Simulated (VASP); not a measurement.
System: FePt, 2 atoms in the cell.

Method: VASP, PBE with spin–orbit coupling, plane waves, standard recommended PAW potentials.

Cutoff 381 eV; orbitals from an earlier step on the same cell; potentials Fe_pv Pt; PREC = Accurate; k-mesh 8×8×6 Γ-centred; Fermi–Dirac smearing of 0.1 eV; starting moments Fe1 3 μB along [0, 0, 1].

```yaml
crystal:
  lattice:
    - [2.73000, 0.00000, 0.00000]
    - [0.00000, 2.73000, 0.00000]
    - [0.00000, 0.00000, 3.71000]
  atoms:
    - { symbol: Fe, position: [0.00000, 0.00000, 0.00000] }
    - { symbol: Pt, position: [0.50000, 0.50000, 0.50000] }
```
Lattice in Å, positions in fractions of it.

Question: Is the cell under compression or tension, and by how much?

Answer: The pressure is 1.97 GPa, so at these settings the cell is compressed and would expand.

VASP prints the stress at a fixed plane-wave basis, so it holds the Pulay stress of this cutoff.

The k-mesh is modest, so these values aren't fully converged in k. One magnetic order was tried; another may lie lower.
